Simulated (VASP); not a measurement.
Data:

```
CELL_PARAMETERS angstrom
     -1.43500     1.43500     1.43500
      1.43500    -1.43500     1.43500
      1.43500     1.43500    -1.43500
ATOMIC_POSITIONS crystal
  Fe 0.00000 0.00000 0.00000
```
Starting moments (μB, in the order of the record's atoms Fe): 2.5.

Level of theory: PBE GGA, VASP's PBE PAW potentials (set 64) (plane waves; VASP 6.6.1). Run with 480 eV cut-off, 16×16×16 Γ-centred mesh, first-order Methfessel-Paxton smearing of 0.10 eV, potentials Fe.

Energy and stress use the plane-wave basis of the starting cell.

### Question
The ions, cell shape and volume are relaxed. Predict the relaxed structure.

### Answer

```
CELL_PARAMETERS angstrom
     -1.41687     1.41687     1.41687
      1.41687    -1.41687     1.41687
      1.41687     1.41687    -1.41687
ATOMIC_POSITIONS crystal
  Fe 0.00000 0.00000 0.00000
```
Space group Im-3m (229), at a tolerance of 0.03 Å. The cell ends with 2.22 μB, on the sites 2.22 μB.

### Question
How do energy and volume change from the first to the last step?

### Answer
The energy (σ→0) changes by -9.0 meV/atom and the volume by -3.7 %, in 3 ionic steps.

The compound is Fe in the bcc structure. This run relaxes it. Symmetry was kept, so distortions that lower it aren't found.
